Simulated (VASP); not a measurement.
Method: rev-vdW-DF2, VASP's PBE PAW potentials (set 64) (plane waves; VASP 6.6.1).

VASP ran on this input.

File KPOINTS:
```
Automatic mesh
0
Gamma
13 13 13
0 0 0
```

### POSCAR
```
LiH
4.0019490
  0.0000000000   0.4999999594   0.4999999594
  0.4999999594   0.0000000000   0.4999999594
  0.4999999594   0.4999999594   0.0000000000
Li H
1 1
Cart
  0.0000000000   0.0000000000   0.0000000000
  0.4999999594   0.4999999594   0.4999999594
```

### INCAR
```
ALGO  =  Normal   ! blocked Davidson
ISMEAR  =  -5
LUSE_VDW  =  .True.
NEDOS  =  601
LORBIT  =  11
ZAB_VDW  =  -1.8867
ENCUT  =  520   ! plane-wave cut-off (eV)
PARAM2  =  0.7114
LWAVE  =  .False.
LCHARG  =  .True.
SYSTEM  =  LiH
NELM  =  100   ! most electronic steps
EDIFF  =  1E-7   ! SCF stop (eV)
GGA  =  MK
LREAL  =  .False.   ! projection in real space or not
AGGAC  =  0.0
ISIF  =  2
PARAM1  =  0.1234568
PREC  =  Accurate
LASPH  =  .True.   ! aspherical one-centre terms
```

POTCAR, in this order: Li_sv H (PBE.64 set). Program: vasp_std.

Question: Estimate the energy per atom (σ→0).

Answer: 
```
Quantity                       Result
---------------------  --------------
energy per atom (σ→0)  -2721 meV/atom
```

File OSZICAR:
```
...
DAV:   8    -0.544207664182E+01   -0.24124E-02   -0.66409E-03  1170   0.719E-01    0.490E-02
DAV:   9    -0.544204152622E+01    0.35116E-04   -0.35235E-04  1500   0.110E-01    0.106E-02
DAV:  10    -0.544203834777E+01    0.31784E-05   -0.10161E-05  1206   0.304E-02    0.406E-03
DAV:  11    -0.544203813235E+01    0.21542E-06   -0.93771E-07  1260   0.848E-03    0.958E-04
DAV:  12    -0.544203729085E+01    0.84151E-06   -0.36754E-08   798   0.242E-03    0.782E-04
DAV:  13    -0.544203765181E+01   -0.36097E-06   -0.31771E-08   654   0.149E-03    0.741E-05
DAV:  14    -0.544203768939E+01   -0.37575E-07   -0.20126E-09   504   0.490E-04
   1 F= -.54420377E+01 E0= -.54420377E+01  d E =0.000000E+00
```

The compound is LiH in the rock salt structure. It was relaxed first, which changed the volume by -6 %.
